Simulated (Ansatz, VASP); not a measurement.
**WC (Qusongite): VASP beside Ansatz**

Aim: how closely do two programs agree when they are given the same cell, functional and k mesh? The cell is taken from a series of VASP runs on this material, whose earlier steps may have relaxed, scaled or displaced it; both programs get it as it stands.

Program: Ansatz 0.2.0. Level of theory: plane waves, with VASP 6.6.1 beside it; relaxation of cell and atoms at PBE. Results are calculated unless marked as measured.

### Step 1. Starting point

The structure is hexagonal, space group P-6m2 (No. 187). The conventional cell has a = 2.907 Å, b = 2.907 Å, c = 2.837 Å, α = 90.00°, β = 90.00°, γ = 120.00°. Nearest to W lie 6 C at 2.20 Å. Nearest to C lie 6 W at 2.20 Å. Farther neighbours are not listed.

### Step 2. VASP: relaxation of cell and atoms, PBE

The relaxed volume is the usual yardstick between codes: its relative difference is about their pressure difference at one cell divided by the bulk modulus.

Lines of VASP's logs that name or quote its potential files are left out, and so is its time.

File INCAR:

```
SYSTEM = WC
PREC = Accurate
ENCUT = 520
EDIFF = 1E-06
NELM = 100
ISMEAR = 0
SIGMA = 0.03
LREAL = .FALSE.
ALGO = Normal
GGA = PE
LORBIT = 11
LWAVE = .FALSE.
LCHARG = .FALSE.
KPAR = 2
IBRION = 2
NSW = 50
ISIF = 3
EDIFFG = -0.01
```

File POSCAR:

```
WC
1.0
    2.9065000000      0.0000000000      0.0000000000
   -1.4532500000      2.5171028361      0.0000000000
    0.0000000000      0.0000000000      2.8366000000
W C
1 1
Direct
    0.0000000000      0.0000000000      0.0000000000
    0.6666666667      0.3333333333      0.5000000000
```

File KPOINTS:

```
Automatic mesh
0
Gamma
8 8 8
0 0 0
```

The projector-augmented-wave data sets are W and C (PBE family, release 64).

On the command line:

```console
mpirun -np 2 vasp_std
```

Numbers of over 12 decimals in the logs are rounded to 6 here.

The program printed:

```text
[banner, memory and clock lines left out]
running    2 mpi-ranks, on    1 nodes
 distrk:  each k-point on    1 cores,    2 groups
 distr:  one band on    1 cores,    1 groups

 POSCAR found type information on POSCAR W C
 POSCAR found :  2 types and       2 ions
 LDA part: xc-table for (Slater+PW92), standard interpolation
 POSCAR, INCAR and KPOINTS ok, starting setup
 FFT: planning ... GRIDC
 FFT: planning ... GRID_SOFT
 FFT: planning ... GRID
 WAVECAR not read
 entering main loop
       N       E                     dE             d eps       ncg     rms          rms(c)
DAV:   1     0.256356482050E+02    0.25636E+02   -0.51636E+03   908   0.100E+03
DAV:   2    -0.237650546934E+02   -0.49401E+02   -0.48312E+02  1164   0.228E+02
DAV:   3    -0.256595127913E+02   -0.18945E+01   -0.18743E+01  1169   0.355E+01
DAV:   4    -0.256893436124E+02   -0.29831E-01   -0.29671E-01  1246   0.382E+00
DAV:   5    -0.256895848230E+02   -0.24121E-03   -0.24113E-03  1132   0.253E-01    0.340E+01
DAV:   6    -0.226572265568E+02    0.30324E+01   -0.17434E+01  1002   0.277E+01    0.113E+01
DAV:   7    -0.225645548256E+02    0.92672E-01   -0.65840E-01   948   0.726E+00    0.817E+00
DAV:   8    -0.225266183367E+02    0.37936E-01   -0.10857E-01  1009   0.285E+00    0.156E+00
DAV:   9    -0.225230960468E+02    0.35223E-02   -0.12282E-02   954   0.772E-01    0.178E-01
DAV:  10    -0.225230044848E+02    0.91562E-04   -0.78420E-04  1063   0.267E-01    0.205E-01
DAV:  11    -0.225229908539E+02    0.13631E-04   -0.56205E-05   981   0.629E-02    0.206E-02
DAV:  12    -0.225229894431E+02    0.14108E-05   -0.21283E-06   812   0.121E-02    0.152E-02
DAV:  13    -0.225229893482E+02    0.94896E-07   -0.87358E-07   485   0.895E-03
   1 F= -.22522989E+02 E0= -.22522738E+02  d E =-.225230E+02
[...]
2 F= -.22503671E+02 E0= -.22503380E+02  d E =0.193187E-01
[...]
3 F= -.22526374E+02 E0= -.22526100E+02  d E =-.338470E-02
[...]
4 F= -.22526374E+02 E0= -.22526099E+02  d E =-.338451E-02
[...]
5 F= -.22526401E+02 E0= -.22526175E+02  d E =-.266966E-04
 trial-energy change:   -0.000027  1 .order   -0.000024   -0.000431    0.000384
 step:   0.4519(harm=  0.4519)  dis= 0.00000  next Energy=   -22.526488 (dE=-0.114E-03)
 bond charge predicted
       N       E                     dE             d eps       ncg     rms          rms(c)
DAV:   1    -0.225265235766E+02   -0.12311E-03   -0.40879E-03   908   0.563E-01    0.398E-02
DAV:   2    -0.225264998532E+02    0.23723E-04   -0.62948E-05  1106   0.771E-02    0.169E-02
DAV:   3    -0.225264907270E+02    0.91261E-05   -0.18819E-05  1136   0.286E-02    0.867E-03
DAV:   4    -0.225264903854E+02    0.34161E-06   -0.12990E-06   506   0.857E-03
   6 F= -.22526490E+02 E0= -.22526238E+02  d E =-.116525E-03
 curvature:  -0.23 expect dE=-0.122E-05 dE for cont linesearch -0.159E-07
 trial: gam= 0.00778 g(F)=  0.307E-48 g(S)=  0.535E-05 ort = 0.596E-05 (trialstep = 0.774E+00)
 search vector abs. value=  0.547E-05
 reached required accuracy - stopping structural energy minimisation
```

OUTCAR, selected parts (step 2):

```text
ion  position               nearest neighbor table
   1  0.000  0.000  0.000-   2 2.20   2 2.20   2 2.20   2 2.20   2 2.20   2 2.20
   2  0.667  0.333  0.500-   1 2.20   1 2.20   1 2.20   1 2.20   1 2.20   1 2.20

  LATTYP: Found a hexagonal cell.
 ALAT       =     2.9065000000
 C/A-ratio  =     0.9759504559

 Subroutine GETGRP returns: Found 12 space group operations
 (whereof 12 operations were pure point group operations)

The static configuration has the point symmetry D_3h.

 Found     50 irreducible k-points:

   k-points           NKPTS =     50   k-points in BZ     NKDIM =     50   number of bands    NBANDS=      9

   dimension x,y,z NGX =    24 NGY =   24 NGZ =   24
   dimension x,y,z NGXF=    48 NGYF=   48 NGZF=   48

   ENCUT  =  520.0 eV  38.22 Ry    6.18 a.u.   5.40  5.40  5.27*2*pi/ulx,y,z

   NELECT =      10.0000    total number of electrons

 k-points in reciprocal lattice and weights: Automatic mesh
   0.00000000  0.00000000  0.00000000       0.002
   0.12500000  0.00000000  0.00000000       0.012
   0.25000000  0.00000000  0.00000000       0.012
   0.37500000  0.00000000  0.00000000       0.012
   0.50000000  0.00000000  0.00000000       0.006
   0.12500000  0.12500000  0.00000000       0.012
   0.25000000  0.12500000  0.00000000       0.023
   0.37500000  0.12500000  0.00000000       0.023
   0.25000000  0.25000000  0.00000000       0.012
[...]
0.25000000  0.25000000  0.50000000       0.012
   0.37500000  0.25000000  0.50000000       0.012

 average (electrostatic) potential at core
       1 -37.4668       2 -46.2742

 E-fermi :   8.1733

 k-point     1 :       0.0000    0.0000    0.0000
  band No.  band energies     occupation
      1      -6.1783      2.00000
      2       3.9391      2.00000
      3       4.8736      2.00000
      4       4.8736      2.00000
      5       8.3381      0.00000
      6      11.3277      0.00000
      7      11.3277      0.00000
      8      13.7773      0.00000
      9      13.7773      0.00000

 k-point     2 :       0.1250    0.0000    0.0000
  band No.  band energies     occupation
      1      -5.8000      2.00000
      2       3.8606      2.00000
      3       4.5670      2.00000
      4       5.2427      2.00000
      5       7.3357      2.00000
      6      11.1912      0.00000
      7      12.4532      0.00000
      8      13.0274      0.00000
      9      13.5119      0.00000

 k-point     3 :       0.2500    0.0000    0.0000
  band No.  band energies     occupation
      1      -4.7954      2.00000
      2       2.7132      2.00000
      3       4.9795      2.00000
      4       5.9397      2.00000
      5       6.1989      2.00000
      6      10.8780      0.00000
      7      11.8771      0.00000
      8      12.9977      0.00000
      9      14.0039      0.00000

  Total        0.0095820      0.0095820      0.0061749     -0.0000000      0.0000000      0.0000000
  in kB        0.7316372      0.7316372      0.4714889     -0.0000000      0.0000000      0.0000000
  external PRESSURE =       0.6449211 kB  Pullay stress =       0.0000000 kB

  energy-cutoff  :      520.00
  volume of cell :       20.98
      direct lattice vectors                 reciprocal lattice vectors
     2.920798808  0.000000000  0.000000000     0.342372093  0.197668620  0.000000000
    -1.460399404  2.529485967 -0.000000000    -0.000000000  0.395337240  0.000000000
    -0.000000000 -0.000000000  2.840107639    -0.000000000  0.000000000  0.352099331

 POSITION                                       TOTAL-FORCE (eV/Angst)
 -----------------------------------------------------------------------------------
      0.00000      0.00000      0.00000         0.000000     -0.000000     -0.000000
      1.46040      0.84316      1.42005        -0.000000      0.000000      0.000000
 -----------------------------------------------------------------------------------
    total drift:                               -0.000000      0.000000      0.000000

  FREE ENERGIE OF THE ION-ELECTRON SYSTEM (eV)
  ---------------------------------------------------
  free  energy   TOTEN  =       -22.5264903854 eV

  energy  without entropy=      -22.5259860608  energy(sigma->0) =      -22.52623822

 reached required accuracy - stopping structural energy minimisation

 total charge
# of ion       s       p       d       tot
------------------------------------------
    1        0.621   0.864   4.336   5.821
    2        0.855   1.559   0.000   2.414
--------------------------------------------------
tot          1.476   2.423   4.336   8.235

[... 3 further parts left out ...]
```

The data set W keeps the semicore shell frozen, which is cheaper and a little less accurate. The run keeps the 12 symmetry operations of its start, so it cannot find a distortion of lower symmetry.

### Step 3. Ansatz: relaxation of cell and atoms, PBE

Ansatz runs on its default PAW (the set named soft_2) files.

The same cell, functional, mesh and smearing now go to Ansatz, which takes its cutoff from its data sets.

File input.yaml:

```yaml
crystal:
  lattice:
    - [2.9065, 0.0, 0.0]
    - [-1.45325, 2.5171028361, 0.0]
    - [0.0, 0.0, 2.8366]
  atoms:
    - { symbol: W, position: [0.0, 0.0, 0.0] }
    - { symbol: C, position: [0.6666666667, 0.3333333333, 0.5] }
hamiltonian:
  xc: pbe
  pseudopotentials: { kind: paw }
kpoints:
  mp_grid: { grid: [8, 8, 8] }
scf:
  occupations: { method: gaussian, width: 0.03 }
relax:
  f_tol: 0.01
  max_steps: 60
  cell: { stress_tol: 0.05 }
output:
  forces: true
  stress: true
```

On the command line:

```console
ansatz run input.yaml --threads 4 --pin off --max-ram 9216MiB --backend cpu --events-out ev --progress --plain --runs-dir out
```

The program printed:

```text
Engine: ansatz 0.2.0, aarch64-unknown-linux-gnu
Pseudopotentials: kind: paw
Pseudopotential: W, paw, valence charge 14, recommended cutoff 420 eV (normal), W.paw.azcp
Pseudopotential: C, paw, valence charge 4, recommended cutoff 420 eV (normal), C.paw.azcp
Functional definition: PBE
  parameter kappa = 0.804
  parameter beta = 0.066725
  exchange = pbe_x(kappa = kappa, mu = beta*pi^2/3)
  correlation = pbe_c(beta = beta)
Crystal: 2 atoms, lattice volume = 20.752 Å³
Basis set: ecut = 420 eV, 405 PW (Γ), exchange–correlation on 40×40×40 points (8 copies of the dense FFT grid, shifted against one another)
Bands: 13, of which v1, the nominal top of the filled ones, is band 9 counted from 1 (8 counted from 0)
Symmetry: 12 space group operations
Space group: P-6m2 (ITA 187), of the structure as read, at distance tolerance 2.7e-5 Å
k-points: 50 of 512 (time reversal used)
Non-local potential: W, projectors of the file, l = 0: 3, l = 1: 2, l = 2: 2, l = 3: 1
Non-local potential: C, projectors of the file, l = 0: 2, l = 1: 2, l = 2: 1
PAW form: soft (Blöchl's): semilocal exchange-correlation on the pseudo side does not see the compensation charge
PAW one-centre angular grid: W, 590 points (default); XC on 64 Gauss nodes
PAW one-centre angular grid: C, 110 points (default); XC on 64 Gauss nodes
Initial density: superposition of atomic densities (neutral atoms: chi_scale 0, normalization atom), corrected by the library's trained network
Initial wavefunctions: pseudopotential atomic-orbital guess
Functional: x = pbe(κ = 0.804, μ = 0.219515), c = pbe(β = 0.066725)
SCF iter   1: F=—  HF=-10636.054597 eV  |F-HF|=—  |Δ(HF+E_count)|=         —  Δρ=7.02e-3  dr2=2.75e-3  ethr=1.77e-3  ⟨swp⟩=6.0  Hψ=3327  notcnv=0
preconditioner: auto → none  [metal: Δε(μ)=0.022 eV  Ē_g=10.096 eV  σ=0.030 eV  W_gap=0.39  n_scr=8 (ndim 8)  ℏωp=25.8 eV  f_vac=0.000  D(μ)=1.13/eV (n_scr^D=8)  sad-step TF]
SCF iter   2: F=—  HF=-10636.057160 eV  |F-HF|=—  |Δ(HF+E_count)|=   2.56e-3  Δρ=4.15e-3  dr2=1.13e-3  ethr=1.53e-5  ⟨swp⟩=2.0  Hψ=1239  notcnv=0
SCF iter   3: F=—  HF=-10636.058165 eV  |F-HF|=—  |Δ(HF+E_count)|=   1.00e-3  Δρ=4.36e-4  dr2=2.77e-5  ethr=6.28e-6  ⟨swp⟩=2.1  Hψ=1084  notcnv=0
SCF iter   4: F=—  HF=-10636.058154 eV  |F-HF|=—  |Δ(HF+E_count)|=   1.03e-5  Δρ=1.32e-4  dr2=1.48e-6  ethr=1.54e-7  ⟨swp⟩=2.5  Hψ=1055  notcnv=0
iter 5 did not close the SCF: its close was put off for the readings that it lacked (scf_convergence_deferred on its scf_iter line)
SCF iter   5: F=-10636.058155 eV  HF=-10636.058155 eV  |F-HF|=6.23e-8  |Δ(HF+E_count)|=   5.36e-7  Δρ=2.19e-5  dr2=8.45e-8  ethr=8.24e-9  ⟨swp⟩=2.0  Hψ=1043  notcnv=0
SCF iter   6: F=-10636.058155 eV  HF=-10636.058155 eV  |F-HF|=2.87e-9  |Δ(HF+E_count)|=   2.93e-8  Δρ=5.05e-6  dr2=4.44e-9  ethr=4.70e-10  ⟨swp⟩=2.3  Hψ=2388  notcnv=0
SCF 1 converged in 6 iterations: F = -10636.058155 eV  dr2 = 4.44e-9
  greatest PAW one-centre occupation: 1.000 electrons in one spin orbital (limit 2), on the W atom at site 0 (counted from 0), in its partial waves of l = 0
relax step   1: F+E_penalty+E_count = -10636.05815486 eV  Δ(F+E_penalty+E_count) = +0.000e0 eV  max|allowed force component| = 9.714e-17 eV/Å  Δτ_max = 0.0000 Å  P = +5.429 GPa  Ω = 20.752 Å³  (6 SCF iters, dr2 threshold 1.00e-7 eV, accepted)
[...]
relax step   2: F+E_penalty+E_count = -10636.05505758 eV  Δ(F+E_penalty+E_count) = +3.097e-3 eV  max|allowed force component| = 1.480e-16 eV/Å  Δτ_max = 0.0000 Å  P = -3.239 GPa  Ω = 21.253 Å³  energy of the carried Pulay correction = -9.650e-4 eV  (6 SCF iters, dr2 threshold 2.00e-7 eV, rejected (line search))
[...]
relax step   3: F+E_penalty+E_count = -10636.06283558 eV  Δ(F+E_penalty+E_count) = -4.681e-3 eV  max|allowed force component| = 7.401e-17 eV/Å  Δτ_max = 0.0000 Å  P = +0.050 GPa  Ω = 21.044 Å³  energy of the carried Pulay correction = -5.637e-4 eV  (6 SCF iters, accepted)
[...]
relax step   4: F+E_penalty+E_count = -10636.06284874 eV  Δ(F+E_penalty+E_count) = -1.316e-5 eV  max|allowed force component| = 1.018e-16 eV/Å  Δτ_max = 0.0000 Å  P = +0.010 GPa  Ω = 21.045 Å³  energy of the carried Pulay correction = -5.660e-4 eV  (6 SCF iters, dr2 threshold 2.00e-7 eV, accepted)
[...]
relax step   5: F+E_penalty+E_count = -10636.06340977 eV  Δ(F+E_penalty+E_count) = -5.610e-4 eV  max|allowed force component| = 1.203e-16 eV/Å  Δτ_max = 0.0000 Å  P = +0.035 GPa  Ω = 21.045 Å³  stress off target by 6.44e-2 GPa  SCF on the basis re-selected at this cell (its energy is not comparable with the rows above)  (8 SCF iters)
[...]
relax step   6: F+E_penalty+E_count = -10636.06340654 eV  Δ(F+E_penalty+E_count) = +3.224e-6 eV  max|allowed force component| = 3.701e-16 eV/Å  Δτ_max = 0.0000 Å  P = -0.000 GPa  Ω = 21.047 Å³  energy of the carried Pulay correction = -3.539e-6 eV  (7 SCF iters, dr2 threshold 1.04e-8 eV, accepted)
[...]
relax step   7: F+E_penalty+E_count = -10636.06340669 eV  Δ(F+E_penalty+E_count) = -1.463e-7 eV  max|allowed force component| = 4.348e-16 eV/Å  Δτ_max = 0.0000 Å  P = -0.000 GPa  Ω = 21.047 Å³  stress off target by 4.42e-4 GPa  SCF on the basis re-selected at this cell (its energy is not comparable with the rows above)  (7 SCF iters)
basis re-selected at this cell: Δ(F+E_penalty+E_count) = -1.463e-7 eV, ΔP = +0.000 GPa vs the last step (what re-selecting the basis moved, of the pressure what is left beyond the Pulay correction that the steps carried, after the strain that the cell walked since its last selection, with what the two solves' SCF thresholds leave and, on support functions, any second-order correction that the steps lacked; it is no m [...]
SCF converged after 7 iterations
Free energy (F): -10636.063407 eV
Harris-Foulkes:  -10636.063407 eV  (|F-HF|=3.64e-12)
Internal energy: -10636.062834 eV  (E = F + TS)
E sigma→0 (E₀):  -10636.063121 eV
Entropy (-TS):   -0.000572 eV (-0.286 meV/atom)
Fermi energy:    20.261330 eV
--- Per-component energies (eV) ---
  E_band       = -63.990810
  E_kinetic    = 540.780988
  E_local      = -675.281524  (includes V_loc(G=0)·N_el)
  E_nonlocal   = 25.409990
  E_hartree    = 238.009451
  E_xc         = -316.193945
  E_vxc        = -299.971533  (∫ρ·V_xc dr)
  E_paw        = -8661.063224  (= ΣΔE_a)
  E_vpaw       = -130.947575  (= ΣTr[D̂ρ^β])
  E_aug_tail   = -0.000056  (compensation charges beyond the density's cutoff)
  E_ewald      = -1787.724514
  E_smearing   = -0.000572  (= −TS)
  E_closure    = 0.000000  (closes the sum)
  Σ components = -10636.063407   (vs F -10636.063407, Δ=0.00e0)
--- Forces (eV/Å), atoms counted from 1 ---
  atom   1  W     -0.00000000    -0.00000000     0.00000000
  atom   2  C      0.00000000    -0.00000000     0.00000000
  max |Σ_I F_I| component: 1.20e-15 eV/Å
--- Stress (GPa, compression-positive) ---
       -0.000442      -0.000000      -0.000000
       -0.000000      -0.000442      -0.000000
       -0.000000      -0.000000      -0.000064
  P = ⅓ Tr σ = -0.0003 GPa (-0.003 kbar)
--- Relaxed structure (5 steps of the walk, 4 accepted, 2 SCFs on fresh bases) ---
  F+E_penalty+E_count = -10636.06340669 eV   max|allowed force component| = 4.348e-16 eV/Å   (the final SCF, on the basis selected at the relaxed cell)
  cell:  # Å, volume = 21.0470 Å³
    - [2.923942, 1.9365053447881414e-18, 0]
    - [-1.461971, 2.532208, 0]
    - [0, 0, 2.842643]
  atoms:
    - { symbol: W, position: [-3.700743415524895e-17, 0, 0.0] }
    - { symbol: C, position: [0.666667, 0.333333, 0.5] }
```

It took 2.9 s on 4 threads of Arm Neoverse V2, shared host; peak memory 0.31 GiB; 8.3 s of CPU time.

### Step 4. Differences

Known differences besides the potentials themselves: both relaxations stop at a tolerance, which leaves soft axes loose, and VASP keeps its plane-wave basis; the data sets hold 18 valence electrons in Ansatz (default PAW (the set named soft_2) files) and 10 in VASP; the cutoff is 420 eV in Ansatz and 520 eV in VASP; VASP leaves aspherical gradient terms in its spheres out (LASPH is not set), Ansatz keeps them; Ansatz adds a Pulay correction to the stress that steers its cell, VASP none. Total energies have different zeros and are not compared.

Both answers:

```csv
quantity,Ansatz,VASP,difference
volume (Å³),21.05,20.98,+0.30 %
"edge a after relaxation, in the typed setting (Å)",2.924,2.921,+0.11 %
"edge c after relaxation, in the typed setting (Å)",2.843,2.840,+0.09 %
```

The walks stopped with 0.00 GPa left in Ansatz and 0.06 GPa in VASP; each walk ends within a tolerance, so the volume difference is uncertain by about these residues over the bulk modulus, most in soft cells.

### Step 5. Outcome

* difference in volume (relaxation of cell and atoms, PBE): 0.30 %

The difference in volume is 0.30 % (relaxation of cell and atoms, PBE), within the 1.2 % picked in this series as the mark of a large difference, as far as the stopping tolerances let one tell. How closely two codes agree says nothing of how well the functional describes the real material.

[Lines on the potential files, build, host, timing and source positions are cut from VASP's logs without a mark.]

[Logs are printed without paths, hosts, clocks, repeated set-up lines and the standing remarks that a program may print on its own settings, such as how far it seeks lower states.]

[Hosts, paths, dates, database ids (printed as entryN), source tags and the programs' standing remarks are cut or masked in the printed files.]
